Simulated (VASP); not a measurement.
# ZnIr2O4 (Fd-3m) in VASP: settings compared

One crystal, ZnIr2O4, is run at these levels: PBE, PBE+D3(BJ); tasks: relaxation of cell and atoms.

All numbers are computed with VASP 6.6.1; they aren't measurements. Logs are shortened: lines on timing, memory, paths and dates and some standing lists are left out, and cuts for length are marked.

**1. Starting point**

Symmetry: Fd-3m, No. 227, cubic system. Conventional cell: a = 8.749 Å, b = 8.749 Å, c = 8.749 Å, α = 90.00°, β = 90.00°, γ = 90.00°. Zn (site symmetry -43m) is surrounded by 4 O at 2.07 Å. Ir (site symmetry -3m) is surrounded by 6 O at 2.09 Å. Around O (site symmetry 3m) lie 1 Zn at 2.07 Å and 3 Ir at 2.09 Å.

The cell comes from a database or a generator and needn't be the stable form of this composition.

**2. Relaxation of cell and atoms, PBE**

INCAR reads:

```
SYSTEM = ZnIr2O4
PREC     = Accurate       ! precision mode
ENCUT    = 600            ! plane-wave cutoff, eV
EDIFF    = 1E-6           ! SCF threshold, eV
ISMEAR   = 0              ! smearing method
SIGMA    = 0.03           ! smearing width, eV
LREAL    = .False.        ! projectors in reciprocal space
LASPH    = .True.         ! aspherical terms in the spheres
NELM     = 80             ! most SCF steps
ALGO     = Normal         ! electronic algorithm
ISIF     = 3              ! what is computed and relaxed
LWAVE    = .False.        ! write WAVECAR
LCHARG   = .False.        ! write CHGCAR
GGA      = PE             ! functional
IBRION   = 2              ! ionic algorithm
NSW      = 90             ! ionic steps
EDIFFG   = -0.01          ! ionic threshold
KPAR     = 4
```

KPOINTS reads:

```
regular mesh
0
Gamma
  6 6 6
  0 0 0
```

POSCAR reads:

```
ZnIr2O4
1.0
    0.0000000000      4.3746840000      4.3746840000
    4.3746840000      0.0000000000      4.3746840000
    4.3746840000      4.3746840000      0.0000000000
Zn Ir O
2 4 8
Direct
    0.7500000000      0.7500000000      0.7500000000
    0.5000000000      0.5000000000      0.5000000000
    0.1250000000      0.1250000000      0.6250000000
    0.1250000000      0.6250000000      0.1250000000
    0.6250000000      0.1250000000      0.1250000000
    0.1250000000      0.1250000000      0.1250000000
    0.3635620000      0.3635620000      0.9093140000
    0.3635620000      0.9093140000      0.3635620000
    0.9093140000      0.3635620000      0.3635620000
    0.3635620000      0.3635620000      0.3635620000
    0.8864380000      0.8864380000      0.3406860000
    0.8864380000      0.3406860000      0.8864380000
    0.3406860000      0.8864380000      0.8864380000
    0.8864380000      0.8864380000      0.8864380000
```

Potentials or basis: VASP PAW PBE potentials, release 64 (Zn, Ir, O).

Command:

```console
$ cat potpaw_PBE.64/Zn/POTCAR potpaw_PBE.64/Ir/POTCAR potpaw_PBE.64/O/POTCAR > POTCAR
$ mpirun -np 4 vasp_std > vasp.out
```

OUTCAR:

```text
SYSTEM = ZnIr2O4
   PREC = Accurate
   ENCUT = 600
   EDIFF = 1E-6
   ISMEAR = 0
   LREAL = .False.
   LASPH = .True.
   NELM = 80
   ISIF = 3
   GGA = PE
   IBRION = 2
   NSW = 90
   EDIFFG = -0.01

 ion  position               nearest neighbor table
   1  0.750  0.750  0.750-  14 2.07  12 2.07  13 2.07  11 2.07
   2  0.500  0.500  0.500-  10 2.07   8 2.07   9 2.07   7 2.07
   3  0.125  0.125  0.625-   8 2.09   9 2.09  12 2.09  13 2.09  10 2.09  14 2.09   6 3.09   4 3.09
                             5 3.09   6 3.09   4 3.09   5 3.09
   4  0.125  0.625  0.125-   7 2.09   9 2.09  11 2.09  13 2.09  10 2.09  14 2.09   6 3.09   3 3.09
                             3 3.09   5 3.09   6 3.09   5 3.09
   5  0.625  0.125  0.125-   7 2.09   8 2.09  11 2.09  12 2.09  10 2.09  14 2.09   6 3.09   3 3.09
                             4 3.09   3 3.09   4 3.09   6 3.09
   6  0.125  0.125  0.125-   7 2.09   8 2.09   9 2.09  11 2.09  12 2.09  13 2.09   3 3.09   4 3.09
                             5 3.09   3 3.09   4 3.09   5 3.09
   7  0.364  0.364  0.909-   2 2.07   4 2.09   5 2.09   6 2.09
   8  0.364  0.909  0.364-   2 2.07   3 2.09   5 2.09   6 2.09
   9  0.909  0.364  0.364-   2 2.07   3 2.09   4 2.09   6 2.09
  10  0.364  0.364  0.364-   2 2.07   3 2.09   4 2.09   5 2.09
  11  0.886  0.886  0.341-   1 2.07   4 2.09   5 2.09   6 2.09
  12  0.886  0.341  0.886-   1 2.07   3 2.09   5 2.09   6 2.09
  13  0.341  0.886  0.886-   1 2.07   3 2.09   4 2.09   6 2.09
  14  0.886  0.886  0.886-   1 2.07   3 2.09   4 2.09   5 2.09

  LATTYP: Found a face centered cubic cell.
 ALAT       =     8.7493680000

  Lattice vectors:

 A1 = (   0.0000000000,   4.3746840000,   4.3746840000)
 A2 = (   4.3746840000,   0.0000000000,   4.3746840000)
 A3 = (   4.3746840000,   4.3746840000,   0.0000000000)

Analysis of symmetry for initial positions (statically):
=====================================================================
 Subroutine PRICEL returns:
 Original cell was already a primitive cell.

 Routine SETGRP: Setting up the symmetry group for a
 face centered cubic supercell.

 Subroutine GETGRP returns: Found 48 space group operations
 (whereof 24 operations were pure point group operations)
 out of a pool of 48 trial point group operations.

The static configuration has the point symmetry T_d .
 The point group associated with its full space group is O_h .

Analysis of symmetry for dynamics (positions and initial velocities):
=====================================================================
 Subroutine PRICEL returns:
 Original cell was already a primitive cell.

 Routine SETGRP: Setting up the symmetry group for a
 face centered cubic supercell.

 Subroutine GETGRP returns: Found 48 space group operations
 (whereof 24 operations were pure point group operations)
 out of a pool of 48 trial point group operations.

The dynamic configuration has the point symmetry T_d .
 The point group associated with its full space group is O_h .

 Subroutine INISYM returns: Found 48 space group operations
 (whereof 24 operations are pure point group operations),
 and found     1 'primitive' translations

----------------------------------------------------------------------------------------

                                     Primitive cell

  volume of cell :     167.4442

  direct lattice vectors                    reciprocal lattice vectors
     0.000000000  4.374684000  4.374684000    -0.114293970  0.114293970  0.114293970
     4.374684000  0.000000000  4.374684000     0.114293970 -0.114293970  0.114293970
     4.374684000  4.374684000  0.000000000     0.114293970  0.114293970 -0.114293970

  length of vectors
     6.186737444  6.186737444  6.186737444     0.197962962  0.197962962  0.197962962

  position of ions in fractional coordinates (direct lattice)
     0.750000000  0.750000000  0.750000000
     0.500000000  0.500000000  0.500000000
     0.125000000  0.125000000  0.625000000
     0.125000000  0.625000000  0.125000000
     0.625000000  0.125000000  0.125000000
     0.125000000  0.125000000  0.125000000
     0.363562000  0.363562000  0.909314000
     0.363562000  0.909314000  0.363562000
     0.909314000  0.363562000  0.363562000
     0.363562000  0.363562000  0.363562000
     0.886438000  0.886438000  0.340686000
     0.886438000  0.340686000  0.886438000
     0.340686000  0.886438000  0.886438000
     0.886438000  0.886438000  0.886438000

  ion indices of the primitive-cell ions
   primitive index   ion index
                 1           1
                 2           2
                 3           3
                 4           4
                 5           5
                 6           6
                 7           7
                 8           8
                 9           9
                10          10
                11          11
                12          12
                13          13
                14          14

----------------------------------------------------------------------------------------

 KPOINTS: regular mesh

Automatic generation of k-mesh.
 Grid dimensions read from file:
 generate k-points for:    6    6    6

 Generating k-lattice:

  Cartesian coordinates                     Fractional coordinates (reciprocal lattice)
    -0.019048995  0.019048995  0.019048995     0.166666667  0.000000000  0.000000000
     0.019048995 -0.019048995  0.019048995     0.000000000  0.166666667  0.000000000
     0.019048995  0.019048995 -0.019048995     0.000000000  0.000000000  0.166666667

  Length of vectors
     0.032993827  0.032993827  0.032993827

  Shift w.r.t. Gamma in fractional coordinates (k-lattice)
     0.000000000  0.000000000  0.000000000

 Subroutine IBZKPT returns following result:
 ===========================================

 Found     16 irreducible k-points:

 Following reciprocal coordinates:
            Coordinates               Weight
  0.000000  0.000000  0.000000      1.000000
  0.166667  0.000000  0.000000      8.000000
  0.333333  0.000000  0.000000      8.000000
  0.500000  0.000000  0.000000      4.000000
  0.166667  0.166667  0.000000      6.000000
  0.333333  0.166667  0.000000     24.000000
[... 8 lines left out ...]
 -0.333333  0.333333  0.166667     24.000000
 -0.333333  0.500000  0.166667     12.000000
   k-points           NKPTS =     16   k-points in BZ     NKDIM =     16   number of bands    NBANDS=     64
   number of dos      NEDOS =    301   number of ions     NIONS =     14
   total plane-waves  NPLWV = 125000
   dimension x,y,z NGX =    50 NGY =   50 NGZ =   50
   dimension x,y,z NGXF=   100 NGYF=  100 NGZF=  100
   ions per type =               2   4   8
   NGX,Y,Z   is equivalent  to a cutoff of  13.44, 13.44, 13.44 a.u.
   NGXF,Y,Z  is equivalent  to a cutoff of  26.87, 26.87, 26.87 a.u.
 SYSTEM =  ZnIr2O4
   PREC   = accura    normal or accurate (medium, high low for compatibility)
   ISTART =      0    job   : 0-new  1-cont  2-samecut
   ICHARG =      2    charge: 1-file 2-atom 10-const
   ISPIN  =      1    spin polarized calculation?
   LNONCOLLINEAR =      F non collinear calculations
   LSORBIT =      F    spin-orbit coupling
   LASPH  =      T    aspherical Exc in radial PAW
   ENCUT  =  600.0 eV  44.10 Ry    6.64 a.u.  12.36 12.36 12.36*2*pi/ulx,y,z
   NELM   =     80;   NELMIN=  2; NELMDL= -5     # of ELM steps
   EDIFF  = 0.1E-05   stopping-criterion for ELM
   LREAL  =      F    real-space projection
   EDIFFG = -.1E-01   stopping-criterion for IOM
   NSW    =     90    number of steps for IOM
   IBRION =      2    ionic relax: 0-MD 1-quasi-New 2-CG
   NFREE  =      1    steps in history (QN), initial steepest desc. (CG)
   ISIF   =      3    stress and relaxation
   ISYM   =      2    0-nonsym 1-usesym 2-fastsym
   POTIM  = 0.5000    time-step for ionic-motion
   TEBEG  =    0.0;   TEEND  =   0.0 temperature during run
   PSTRESS=    0.0 pullay stress
   NELECT =     108.0000    total number of electrons
   NUPDOWN=      -1.0000    fix difference up-down
   EMIN   =  10.00;   EMAX   =-10.00  energy-range for DOS
   EFERMI =   0.00;   METHOD = LEGACY
   ISMEAR =     0;   SIGMA  =   0.03  broadening in eV -4-tet -1-fermi 0-gaus
   EFERMI_NEDOS =   21; number of points for ismear=-14 and -15
   IALGO  =     38    algorithm
   IMIX   =      4    mixing-type and parameters
     AMIX     =   0.40;   BMIX     =  1.00
     AMIX_MAG =   1.60;   BMIX_MAG =  1.00
  volume/ion in A,a.u.               =      11.96        80.71
  Fermi-wavevector in a.u.,A,eV,Ry     =   1.414467  2.672954 27.221395  2.000716
  Thomas-Fermi vector in A             =   2.536006
   LORBIT       =      0    0 simple, 1 ext, 2 COOP (PROOUT), +10 PAW based schemes
   GGA     = PE    functional components
   LHFCALC =     F    Hartree Fock is set to
   AEXX    =    0.0000 exact exchange contribution
   IVDW    =     0    specifies the selected vdW correction
   LEPSILON=     F    determine dielectric tensor
   LRPA    =     F    only Hartree local field effects (RPA)
 conjugate gradient relaxation of ions
 non-spin polarized calculation
 Gauss-broadening in eV      SIGMA  =   0.03
  energy-cutoff  :      600.00
  volume of cell :      167.44
 maximum number of plane-waves:      5606
 NGX is ok and might be reduce to    50
   NGX = 25   NGY = 25   NGZ = 25

--------------------------------------- Ionic step        1  -------------------------------------------

 number of electron     107.9999963 magnetization

 Free energy of the ion-electron system (eV)
  ---------------------------------------------------
  ext. energy  EPLUGINS =         0.00000000
  ---------------------------------------------------
  free energy    TOTEN  =       -86.38814862 eV

  energy without entropy =      -86.38814862  energy(sigma->0) =      -86.38814862

------------------------ aborting loop because EDIFF is reached ----------------------------------------

  FORCE on cell =-STRESS in cart. coord.  units (eV):
  Direction    XX          YY          ZZ          XY          YZ          ZX
  --------------------------------------------------------------------------------------
  -------------------------------------------------------------------------------------
  Total       -0.4600172     -0.4600172     -0.4600172      0.0000000      0.0000000      0.0000000
  in kB       -4.4016406     -4.4016406     -4.4016406      0.0000000      0.0000000      0.0000000
  external PRESSURE =      -4.4016406 kB  Pullay stress =       0.0000000 kB
[... 81 lines left out ...]
  energy  without entropy=      -86.3876244658  energy(sigma->0) =      -86.38762447

--------------------------------------- Ionic step        3  -------------------------------------------

 number of electron     107.9999966 magnetization

 Free energy of the ion-electron system (eV)
  ---------------------------------------------------
  ext. energy  EPLUGINS =         0.00000000
  ---------------------------------------------------
  free energy    TOTEN  =       -86.38879013 eV

  energy without entropy =      -86.38879013  energy(sigma->0) =      -86.38879013

 E-fermi :   5.2303     XC(G=0): -11.4691

 val. band max:        5.0788030561   @ k =   0.5000   0.5000   0.0000
 cond. band min:       5.5544769900   @ k =   0.0000   0.0000   0.0000
 fundamental gap:      0.4756739339
 Fermi energy:         5.2302701248

 k-point     1 :       0.0000    0.0000    0.0000
  band No.  band energies     occupation
      1     -15.4998      2.00000
      2     -14.5660      2.00000
      3     -14.5660      2.00000
      4     -14.5660      2.00000
      5     -14.2583      2.00000
      6     -14.0860      2.00000
[... 1102 lines left out ...]
  FREE ENERGIE OF THE ION-ELECTRON SYSTEM (eV)
  ---------------------------------------------------
  free  energy   TOTEN  =       -86.3887901279 eV

  energy  without entropy=      -86.3887901279  energy(sigma->0) =      -86.38879013

 reached required accuracy - stopping structural energy minimisation
```

Wall time 2.2 min (4 MPI ranks of Intel Xeon Platinum 8488C (Sapphire Rapids), shared host); peak memory 0.47 GiB.

Results:

- Free energy: -86.3888 eV
- Relaxed volume: 11.94 Å³/atom
- Relaxed cell: a = 6.183 Å, b = 6.183 Å, c = 6.183 Å, α = 60.00°, β = 60.00°, γ = 60.00°
- Space group after relaxing (to 0.05 Å): Fd-3m (No. 227)
- Energy gained by relaxing: 0.0 meV/atom
- Ionic steps: 3
- Pressure after relaxing: 0.0 GPa
- Largest force after relaxing: 0.008 eV/Å
- Band gap on the k mesh: 0.48 eV, indirect (least direct gap 0.59 eV)

Forces on the atoms (eV/Å):
```
Zn   0.000  0.000  0.000
Zn   0.000  0.000  0.000
Ir   0.000  0.000  0.000
Ir   0.000  0.000  0.000
Ir   0.000  0.000  0.000
Ir   0.000  0.000  0.000
O    0.005  0.005 -0.005
O    0.005 -0.005  0.005
O   -0.005  0.005  0.005
O   -0.005 -0.005 -0.005
O   -0.005 -0.005  0.005
O   -0.005  0.005 -0.005
O    0.005 -0.005 -0.005
O    0.005  0.005  0.005
```

The path:
| step | energy change (eV) | largest force (eV/Å) | pressure (GPa) | volume (Å³) |
| --- | --- | --- | --- | --- |
| 1 | 0.0000 | 0.0431 | -0.44 | 167.44 |
| 2 | 0.0005 | 0.0390 | 0.70 | 166.65 |
| 3 | -0.0006 | 0.0085 | 0.04 | 167.10 |

Final structure:
```yaml
crystal:
  lattice:
    - [0.00000, 4.37170, 4.37170]
    - [4.37170, 0.00000, 4.37170]
    - [4.37170, 4.37170, 0.00000]
  atoms:
    - { symbol: Zn, position: [0.75000, 0.75000, 0.75000] }
    - { symbol: Zn, position: [0.50000, 0.50000, 0.50000] }
    - { symbol: Ir, position: [0.12500, 0.12500, 0.62500] }
    - { symbol: Ir, position: [0.12500, 0.62500, 0.12500] }
    - { symbol: Ir, position: [0.62500, 0.12500, 0.12500] }
    - { symbol: Ir, position: [0.12500, 0.12500, 0.12500] }
    - { symbol: O, position: [0.36350, 0.36350, 0.90949] }
    - { symbol: O, position: [0.36350, 0.90949, 0.36350] }
    - { symbol: O, position: [0.90949, 0.36350, 0.36350] }
    - { symbol: O, position: [0.36350, 0.36350, 0.36350] }
    - { symbol: O, position: [0.88650, 0.88650, 0.34051] }
    - { symbol: O, position: [0.88650, 0.34051, 0.88650] }
    - { symbol: O, position: [0.34051, 0.88650, 0.88650] }
    - { symbol: O, position: [0.88650, 0.88650, 0.88650] }
```

Levels at points of the mesh, in eV from the valence-band top:
```csv
k point,band 51,band 52,band 53,band 54,band 55,band 56,band 57,band 58
"(0.00, 0.00, 0.00)",-0.16,-0.11,-0.11,-0.11,0.48,2.56,2.56,2.56
"(0.50, 0.00, 0.00)",-0.39,-0.16,-0.13,-0.13,1.89,2.35,2.35,2.38
"(0.50, 0.50, 0.00)",-0.17,-0.17,0.00,0.00,0.79,0.79,2.02,2.02
```

Caveat: spin-orbit coupling is left out, which moves the levels of the heavy elements.

**3. Relaxation of cell and atoms, PBE**

This run uses another cell than the first one, of 11.94 Å³/atom, 0.998 times its volume.

INCAR, as its differences from that of step 2:

```diff
@@ -3,3 +3,3 @@
 ENCUT    = 600            ! plane-wave cutoff, eV
-EDIFF    = 1E-6           ! SCF threshold, eV
+EDIFF    = 1E-7           ! SCF threshold, eV
 ISMEAR   = 0              ! smearing method
@@ -16,3 +16,3 @@
 NSW      = 90             ! ionic steps
-EDIFFG   = -0.01          ! ionic threshold
+EDIFFG   = -0.005         ! ionic threshold
 KPAR     = 4
```

KPOINTS is that of step 2.

POSCAR reads:

```
ZnIr2O4                                 
1.0
    0.0000000000      4.3716982981      4.3716982981
    4.3716982981      0.0000000000      4.3716982981
    4.3716982981      4.3716982981      0.0000000000
  Zn              Ir              O             
     2     4     8
Direct
     0.7500000000000000    0.7500000000000000    0.7500000000000000
     0.5000000000000000    0.5000000000000000    0.5000000000000000
     0.1250000000000000    0.1250000000000000    0.6250000000000000
     0.1250000000000000    0.6250000000000000    0.1250000000000000
     0.6250000000000000    0.1250000000000000    0.1250000000000000
     0.1250000000000000    0.1250000000000000    0.1250000000000000
     0.3635030673492882    0.3635030673492882    0.9094907979521426
     0.3635030673492882    0.9094907979521426    0.3635030673492882
     0.9094907979521426    0.3635030673492882    0.3635030673492882
     0.3635030673492882    0.3635030673492882    0.3635030673492882
     0.8864969326507118    0.8864969326507118    0.3405092020478574
     0.8864969326507118    0.3405092020478574    0.8864969326507118
     0.3405092020478574    0.8864969326507118    0.8864969326507118
     0.8864969326507118    0.8864969326507118    0.8864969326507118
```

Potentials or basis: VASP PAW PBE potentials, release 64 (Zn, Ir, O).

Command:

```console
$ cat potpaw_PBE.64/Zn/POTCAR potpaw_PBE.64/Ir/POTCAR potpaw_PBE.64/O/POTCAR > POTCAR
$ mpirun -np 4 vasp_std > vasp.out
```

It took 2.2 min on 4 MPI ranks of Intel Xeon Platinum 8488C (Sapphire Rapids), shared host; peak memory 0.48 GiB.

Results (log left out):

```yaml
Free_energy: -86.3881 eV
Relaxed_volume: 11.94 Å³/atom
Relaxed_cell: a = 6.184 Å, b = 6.184 Å, c = 6.184 Å, α = 60.00°, β = 60.00°, γ = 60.00°
Space_group_after_relaxing_to_0.05_Å: Fd-3m (No. 227)
Energy_gained_by_relaxing: 0.0 meV/atom
Ionic_steps: 3
Pressure_after_relaxing: 0.0 GPa
Largest_force_after_relaxing: 0.004 eV/Å
Band_gap_on_the_k_mesh: 0.47 eV, indirect (least direct gap 0.58 eV)
```

Forces in eV/Å, atoms in the order of the input:
```
Zn   0.000  0.000  0.000
Zn   0.000  0.000  0.000
Ir   0.000  0.000  0.000
Ir   0.000  0.000  0.000
Ir   0.000  0.000  0.000
Ir   0.000  0.000  0.000
O    0.003  0.003 -0.003
O    0.003 -0.003  0.003
O   -0.003  0.003  0.003
O   -0.003 -0.003 -0.003
O   -0.003 -0.003  0.003
O   -0.003  0.003 -0.003
O    0.003 -0.003 -0.003
O    0.003  0.003  0.003
```

Final structure:
```
Zn Ir O
1.0
     0.00000    4.37268    4.37268
     4.37268    0.00000    4.37268
     4.37268    4.37268    0.00000
Zn Ir O
2 4 8
Direct
  0.75000 0.75000 0.75000
  0.50000 0.50000 0.50000
  0.12500 0.12500 0.62500
  0.12500 0.62500 0.12500
  0.62500 0.12500 0.12500
  0.12500 0.12500 0.12500
  0.36346 0.36346 0.90961
  0.36346 0.90961 0.36346
  0.90961 0.36346 0.36346
  0.36346 0.36346 0.36346
  0.88654 0.88654 0.34039
  0.88654 0.34039 0.88654
  0.34039 0.88654 0.88654
  0.88654 0.88654 0.88654
```

Levels at points of the mesh, in eV from the valence-band top:
| k point | band 51 | band 52 | band 53 | band 54 | band 55 | band 56 | band 57 | band 58 |
| --- | --- | --- | --- | --- | --- | --- | --- | --- |
| (0.00, 0.00, 0.00) | -0.16 | -0.11 | -0.11 | -0.11 | 0.47 | 2.55 | 2.55 | 2.55 |
| (0.50, 0.00, 0.00) | -0.39 | -0.16 | -0.14 | -0.14 | 1.89 | 2.35 | 2.35 | 2.37 |
| (0.50, 0.50, 0.00) | -0.17 | -0.17 | 0.00 | 0.00 | 0.79 | 0.79 | 2.02 | 2.02 |

Caveat: spin-orbit coupling is left out, which moves the levels of the heavy elements. As with any semilocal functional, this PBE gap is likely too small.

(Continued in part 2 of 2.)
